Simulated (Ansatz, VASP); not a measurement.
## Two plane-wave programs on K3Si4

```xyz
7
Lattice="5.0066 0.0000 0.0000 0.0000 5.0066 0.0000 0.0000 0.0000 5.0066" Properties=species:S:1:pos:R:3 pbc="T T T"
K     2.5033    0.0000    0.0000
K     0.0000    2.5033    0.0000
K     0.0000    0.0000    2.5033
Si    0.0000    2.5033    2.5033
Si    2.5033    0.0000    2.5033
Si    2.5033    2.5033    0.0000
Si    2.5033    2.5033    2.5033
```

Alike in both runs: task relaxation of cell and atoms; functional PBE; k mesh 4 × 4 × 4; occupations gaussian, width 0.1 eV; no spin polarisation.

|  | VASP | Ansatz |
| --- | --- | --- |
| version | VASP 6.6.1 | Ansatz 0.2.0 |
| potentials or method | VASP PAW PBE potentials, release 64 (K_sv, Si) | scalar-relativistic, plane waves, PAW |
| plane-wave cutoff (eV) | 600 | 420 |
| valence electrons in the cell | 43 | 43 |

```csv
,VASP,Ansatz,Ansatz less VASP
"gap on the k mesh at the Fermi level, each at its own relaxed structure (eV)",none,none,-
relaxed volume (Å³/atom),32.94,32.95,+0.014
relaxed cell length with the largest relative difference (Å),6.132,6.133,+0.0009
energy change over the relaxation (meV/atom),-1133,-1119,+14.9
```

A gap of «none» marks a metal or a gap that the smearing closes.

Caveats: the volume moved by over 15 % at a fixed basis, so the end points are rough (VASP).
